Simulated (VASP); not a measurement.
Consider the following.

```
CELL_PARAMETERS angstrom
      3.84000     0.00000     0.00000
      0.00000     3.84000     0.00000
      0.00000     0.00000     3.84000
ATOMIC_POSITIONS crystal
  Sr 0.00000 0.00000 0.00000
  V  0.50000 0.50000 0.50000
  O  0.50000 0.00000 0.50000
  O  0.00000 0.50000 0.50000
  O  0.50000 0.50000 0.00000
```

These are PBE GGA with D4 dispersion, VASP's PBE PAW potentials (set 64) (plane waves; VASP 6.6.1) values and carry that method's errors. Numerical set-up: 520 eV cut-off, 7×7×7 Γ-centred mesh, first-order Methfessel-Paxton smearing of 0.10 eV, potentials Sr_sv V_sv O.

Task: What does the run give for the energy per atom (σ→0), band gap (on the k-mesh) with the smallest direct gap where there is one?

Result: 
```
Item                                                         Value
------------------------  ----------------------------------------
band gap (on the k-mesh)  none (metal, semimetal or under 0.01 eV)
energy per atom (σ→0)                       -778.4 kJ/mol of atoms
```

The absolute energy has meaning only against runs of the same code, potentials and settings.

The compound is SrVO3 in the cubic perovskite structure. The cell was not relaxed at this level. The start is the result of an earlier pass. The run is not spin-polarised, so no magnetic state was tried. The electron count is odd and the run is not spin-polarised, which forces a metal.
